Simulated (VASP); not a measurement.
The system is YNb.

```
CELL_PARAMETERS angstrom
3.61141 0.00000 0.00000
0.00000 3.61141 0.00000
0.00000 0.00000 3.61141
ATOMIC_POSITIONS crystal
Y 0.00000 0.00000 0.00000
Nb 0.50000 0.50000 0.50000
```

The cell was built by a generator and needn't be a form met in nature.

| Property | Result |
| --- | --- |
| Program | VASP 6.6.1 |
| Task | single point |
| Functional | PBE |
| Potentials or basis | VASP PAW PBE potentials, release 64 (Y_sv, Nb_sv) |
| Cutoff | 520 eV |
| k mesh | 7 × 7 × 7 |
| Occupations | fermi-dirac, width 0.05 eV |
| Spin | no spin polarisation |

On this cell: pressure -0.1 GPa; largest force zero by symmetry; band gap on the k mesh none (metal or under the smearing width).

The same run follows on a disturbed copy (atoms moved at random, drawn with an rms of 0.05 Å):

```
CELL_PARAMETERS angstrom
3.61141 0.00000 0.00000
0.00000 3.61141 0.00000
0.00000 0.00000 3.61141
ATOMIC_POSITIONS crystal
Y 0.99496 0.98884 0.98606
Nb 0.50830 0.50895 0.50321
```

Problem. What changes?

Solution. The energy (extrapolated to zero smearing) moves by +14.1 meV/atom; pressure 0.1 GPa; largest force 0.545 eV/Å; band gap on the k mesh none (metal or under the smearing width).

Forces on the atoms (eV/Å):
```
Y    0.247  0.369  0.316
Nb  -0.247 -0.369 -0.316
```

Stress tensor (GPa, compression positive):
```
0.12 0.11 0.09
0.11 0.10 0.14
0.09 0.14 0.11
```
